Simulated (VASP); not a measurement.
**Zr: transverse stress against strain**

Zr (hcp, P6_3/mmc, 23.469 Å³/atom and stress up to 0.22 GPa in the relaxed cell, c along z) under an equal strain ε along x and y, with z held. r2SCAN in VASP (plane waves, PAW), 480 eV, 18×18×10 Γ-centred mesh, Methfessel-Paxton smearing 0.10 eV; ions are relaxed, or left where forces stay under 0.02 eV/Å, within the symmetry of each cell. Stress is positive for a compressed cell.

Here s stands for strain and y for stress zz.

| strain (%) | stress zz (GPa) |
|---|---|
| -1.50 | 2.26 |
| -1.00 | 1.55 |
| -0.50 | 0.87 |
| 0.00 | 0.22 |
| 0.50 | -0.41 |
| 1.00 | -1.01 |
| 1.50 | -1.58 |
| 3.00 | ? |

The 7 complete rows are fitted with a straight line, y against s. Means: s 0, y 0.271. About the means, the sum of products is -8.9600 and the sum of squares of s is 7.0000; the slope is their ratio. Least squares gives y = 0.271 - 1.2800·s. Residuals (row less fit): 0.069, -0.001, -0.041, -0.051, -0.041, -0.001, 0.069; standard error 0.056 (degrees of freedom: 5). The slope gives the elastic constant 2C13 = about 130 GPa.

**Question.** Estimate the missing y (s = 3.00); what did the run itself give?

**Answer.** y = 0.271 - 1.2800 × 3.0 = -3.569 GPa. The calculation gives -3.18 GPa, 0.389 GPa above the prediction (7.2 % of the range of y in the table). The row lies outside the fitted rows, so this is an extrapolation. From the scatter of the fitted rows alone, a prediction at this place has a standard error of 0.087 GPa, so the miss is 4.5 times that.

A polynomial of degree 2 through the 12 other runs of the series gives -3.13 there, so most of the miss is curvature that the fit leaves out. In a metal these values are sensitive to mesh and smearing; energies are taken to zero smearing, stresses follow the free energy. The runs aren't spin-polarised. Rows are the converged runs of the series near zero and its far end, less any whose ions stayed unrelaxed beside relaxed ones; series whose fitted rows scatter by over a few per cent of the range, as at a crossing or softening among them, aren't shown in this form. Most that stay on the fit to the last digits aren't either.
